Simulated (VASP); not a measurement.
A run of VASP 6.6.1:

Contents of POSCAR:

```
SrPd2
1.0
    0.0000000000      3.9285652258      3.9285652258
    3.9285652258      0.0000000000      3.9285652258
    3.9285652258      3.9285652258      0.0000000000
Sr Pd
2 4
Direct
    0.7500000000      0.7500000000      0.7500000000
    0.5000000000      0.5000000000      0.5000000000
    0.1250000000      0.6250000000      0.1250000000
    0.1250000000      0.1250000000      0.6250000000
    0.6250000000      0.1250000000      0.1250000000
    0.1250000000      0.1250000000      0.1250000000
```

INCAR.step1

```
SYSTEM = SrPd2
PREC = Accurate
ENCUT = 520
ISMEAR = 0
SIGMA = 0.1
LREAL = .False.
LASPH = .True.
NELM = 100
NBANDS = 39
GGA = PE
ALGO = Normal
EDIFF = 1E-4
LWAVE = .True.
LCHARG = .False.
```

INCAR.step2

```
SYSTEM = SrPd2
PREC = Accurate
ENCUT = 520
EDIFF = 1E-6
ISMEAR = 0
SIGMA = 0.1
LREAL = .False.
LASPH = .True.
NELM = 100
ALGO = Normal
ISIF = 2
LWAVE = .False.
LCHARG = .True.
METAGGA = R2SCAN
LMIXTAU = .True.
LELF = .True.
LVHAR = .True.
NBANDS = 39
ISTART = 1
```

Contents of KPOINTS:

```
regular mesh
0
Gamma
  8 8 8
  0 0 0
```

Potentials or basis: VASP PAW PBE potentials, release 64 (Sr_sv, Pd).

Launch:

```console
$ cat potpaw_PBE.64/Sr_sv/POTCAR potpaw_PBE.64/Pd/POTCAR > POTCAR
$ cp INCAR.step1 INCAR
$ mpirun -np 1 vasp_std > vasp.out
$ cp INCAR.step2 INCAR
$ mpirun -np 1 vasp_std > vasp.out
```

Hardware: 1 thread of Intel(R) Xeon(R) 6975P-C (Granite Rapids) (shared host).

Q: Estimate the wall time of this run.

A: Wall time 3.9 min on 1 thread of Intel(R) Xeon(R) 6975P-C (Granite Rapids) (shared host), peak memory 0.35 GiB. Counts: scf iterations 10, k points 29.
